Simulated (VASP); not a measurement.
Set up this calculation in VASP 6.6.1, as the native input.

```yaml
Task: relaxation of cell and atoms
Functional: PBE
Potentials_or_basis: VASP PAW PBE potentials, release 64 (W_sv, Cu)
Cutoff: 600 eV
k_mesh: 6 × 6 × 6
Occupations: fermi-dirac, width 0.1 eV
Spin: no spin polarisation
Dipole_correction: no
Further_INCAR_settings: ALGO = Fast; EDIFF = 1e-07; IBRION = 2; EDIFFG = -0.01; NSW = 60; ISIF = 3
```

The structure of CuW lies in POSCAR:

```
CuW
1.0
    2.9671120000      0.0000000000      0.0000000000
    0.0000000000      2.9671120000      0.0000000000
    0.0000000000      0.0000000000      2.9671120000
W Cu
1 1
Direct
    0.0000000000      0.0000000000      0.0000000000
    0.5000000000      0.5000000000      0.5000000000
```

The cell was built by a generator and needn't be a form met in nature.

These files were run (other wordings do the same):

INCAR

```
SYSTEM = CuW
  PREC = Accurate
  ENCUT = 600
  EDIFF = 1E-7
  ISMEAR = -1
  SIGMA = 0.1
  LREAL = .False.
  LASPH = .True.
  NELM = 60
  ALGO = Fast
  ISIF = 3
  LWAVE = .False.
  LCHARG = .False.
  GGA = PE
  IBRION = 2
  NSW = 60
  EDIFFG = -0.01
```

KPOINTS

```
Automatic mesh
0
Gamma
  6 6 6
  0 0 0
```

Potentials or basis: VASP PAW PBE potentials, release 64 (W_sv, Cu).

Run with:

```bash
$ cat potpaw_PBE.64/W_sv/POTCAR potpaw_PBE.64/Cu/POTCAR > POTCAR
$ mpirun -np 1 vasp_std > vasp.out
```

It gave:

```json
{"Relaxed volume": "14.04 Å³/atom", "Relaxed cell": "a = 3.040 Å, b = 3.040 Å, c = 3.040 Å, α = 90.00°, β = 90.00°, γ = 90.00°", "Space group after relaxing (to 0.05 Å)": "Pm-3m (No. 221)", "Energy gained by relaxing": "56.1 meV/atom", "Ionic steps": "4", "Pressure after relaxing": "0.0 GPa", "Band gap on the k mesh": "none (metal or under the smearing width)"}
```

It took 42 s on 1 thread of Intel(R) Xeon(R) Platinum 8488C (Sapphire Rapids) (shared host), peak memory 0.14 GiB.
